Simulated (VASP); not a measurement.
Here is a VASP 6.6.1 calculation.

The input POSCAR:

```
ZnGaP
1.0
    4.0159400000      0.0000000000      0.0000000000
   -2.0079700000      3.4779100000      0.0000000000
    0.0000000000      0.0000000000      4.4042000000
Zn Ga P
1 1 1
Direct
    0.0000000000      0.0000000000      0.5000000000
    0.6666700000      0.3333300000      0.0000000000
    0.3333300000      0.6666700000      0.5000000000
```

File INCAR.step1:

```
ALGO     = Normal         # electronic algorithm
EDIFF    = 1E-5           # SCF threshold, eV
ENCUT    = 520            # plane-wave cutoff, eV
GGA      = PE             # functional
ISIF     = 2              # what is computed and relaxed
ISMEAR   = -1             # smearing method
LASPH    = T              # aspherical terms in the spheres
LCHARG   = F              # write CHGCAR
LREAL    = F              # projectors in reciprocal space
LWAVE    = T              # write WAVECAR
NELM     = 60             # most SCF steps
PREC     = Accurate       # precision mode
SIGMA    = 0.05           # smearing width, eV
```

INCAR.step2

```
AEXX     = 0.25           # exact-exchange fraction
ALGO     = Normal         # electronic algorithm
EDIFF    = 1E-6           # SCF threshold, eV
ENCUT    = 520            # plane-wave cutoff, eV
GGA      = PE             # functional
HFSCREEN = 0.4            # screening, 1/A
ISIF     = 2              # what is computed and relaxed
ISMEAR   = -1             # smearing method
ISTART   = 1            
LASPH    = T              # aspherical terms in the spheres
LCHARG   = F              # write CHGCAR
LHFCALC  = T              # exact exchange
LREAL    = F              # projectors in reciprocal space
LWAVE    = F              # write WAVECAR
NELM     = 60             # most SCF steps
PREC     = Accurate       # precision mode
PRECFOCK = Fast         
SIGMA    = 0.05           # smearing width, eV
```

Contents of KPOINTS:

```
k-points
0
Gamma
  4 4 3
```

Potentials or basis: VASP PAW PBE potentials, release 64 (Zn, Ga_d, P).

The run is started by

```sh
$ cat potpaw_PBE.64/Zn/POTCAR potpaw_PBE.64/Ga_d/POTCAR potpaw_PBE.64/P/POTCAR > POTCAR
$ cp INCAR.step1 INCAR
$ mpirun -np 1 vasp_std > vasp.out
$ cp INCAR.step2 INCAR
$ mpirun -np 1 vasp_std > vasp.out
```

Question: Estimate the pressure.

Answer: 1.2 GPa.

Question: Estimate the band gap on the k mesh.

Answer: 0.11 eV, indirect (least direct gap 1.96 eV).

Stress tensor (GPa, compression positive):
```
 1.53 -0.01  0.00
-0.01  1.51  0.00
 0.00  0.00  0.49
```

Caveat: the k mesh is coarse (spacing up to 0.48 Å⁻¹), so the values aren't converged, least of all with exact exchange; the PAW data sets were made with another functional, which shifts forces and pressure a little; an odd mesh through Γ misses points on the zone boundary, where band edges often lie.
